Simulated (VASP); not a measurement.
Here is the system:

```
CELL_PARAMETERS angstrom
      2.78277     0.00000     0.00000
     -1.39139     2.40995     0.00000
      0.00000     0.00000     4.88510
ATOMIC_POSITIONS crystal
  Mg 0.00000 0.00000 0.00000
  Mg 0.00000 0.00000 0.50000
  O  0.33333 0.66667 0.25000
  O  0.66667 0.33333 0.75000
```

These are PBEsol GGA, VASP's PBE PAW potentials (set 64) (plane waves; VASP) values and carry that method's errors. Numerical set-up: 620 eV cut-off, 9×9×5 Γ-centred mesh, Gaussian smearing of 0.050 eV, potentials Mg O.

### Question
Estimate the energy per atom (σ→0), pressure, band gap (on the k-mesh) with the smallest direct gap where there is one.

### Answer

* **band gap (on the k-mesh)**: 5.74 eV
* **smallest direct gap (on the k-mesh)**: 5.74 eV
* **energy per atom (σ→0)**: -5.996 eV/atom
* **pressure**: 30.17 GPa

The absolute energy has meaning only against runs of the same code, potentials and settings.

The structure was generated: MgO was put into the NiAs type type (P6_3/mmc), which need not be its known phase. It was relaxed first under an external pressure of 30 GPa.
